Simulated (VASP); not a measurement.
VASP input:

**INCAR**
```
ISMEAR = 1   ! Methfessel-Paxton
NELM = 100   ! most electronic steps
ALGO = Normal
IBRION = 2   ! conjugate gradients
LCHARG = .FALSE.
EDIFFG = -0.02   ! ionic stop
ENCUT = 500   ! plane-wave cut-off (eV)
NSW = 40   ! most ionic steps
LREAL = .FALSE.
ISIF = 3   ! ions, shape and volume
LASPH = .TRUE.   ! aspherical one-centre terms
PREC = Accurate
SIGMA = 0.1   ! width (eV)
EDIFF = 1E-6   ! SCF stop (eV)
LMAXMIX = 6
LWAVE = .FALSE.
GGA = PS   ! PBEsol
PSTRESS = 50   ! kbar
SYSTEM = AuAl2
```

File POSCAR:
```
AuAl2
1
    0.0000000000     2.9996263480     2.9996263480
    2.9996263480     0.0000000000     2.9996263480
    2.9996263480     2.9996263480     0.0000000000
Al Au
2 1
Direct
  0.2500000000   0.2500000000   0.2500000000
  0.7500000000   0.7500000000   0.7500000000
  0.0000000000   0.0000000000   0.0000000000
```

### KPOINTS
```
Automatic mesh
0
Gamma
9 9 9
0 0 0
```

POTCAR, in this order: Al Au (PBE.64 set). Program: vasp_std.

**Question.** Write an equivalent input for Quantum ESPRESSO's pw.x.

**Answer.** One equivalent input (not run):
```
&CONTROL
  calculation = 'vc-relax'
  pseudo_dir = './pseudo'
  outdir = './out'
  tprnfor = .true.
  tstress = .true.
  nstep = 40
  forc_conv_thr = 0.00078
/
&SYSTEM
  ibrav = 0
  nat = 3
  ntyp = 2
  ecutwfc = 76
  occupations = 'smearing'
  smearing = 'methfessel-paxton'
  degauss = 0.00735
  input_dft = 'pbesol'
/
&ELECTRONS
  conv_thr = 7.3e-08
  electron_maxstep = 100
/
&IONS
/
&CELL
  press = 50
/
ATOMIC_SPECIES
  Al 26.982 Al.upf
  Au 196.967 Au.upf
CELL_PARAMETERS angstrom
     0.0000000    2.9996263    2.9996263
     2.9996263    0.0000000    2.9996263
     2.9996263    2.9996263    0.0000000
ATOMIC_POSITIONS crystal
  Al   0.2500000  0.2500000  0.2500000
  Al   0.7500000  0.7500000  0.7500000
  Au   0.0000000  0.0000000  0.0000000
K_POINTS automatic
  9 9 9 0 0 0
```
Limits of the translation: the potentials are each code's own (VASP's PAW set, PseudoDojo norm-conserving files in pw.x), so ENCUT and ecutwfc are chosen apart and not converted; conv_thr bounds pw.x's estimated SCF error, while EDIFF bounds the energy change between steps; forc_conv_thr acts on force components and is met together with etot_conv_thr.

The compound is AuAl2 in the fluorite structure. This run relaxes it under an external pressure of 5 GPa. Symmetry was kept, so distortions that lower it aren't found.
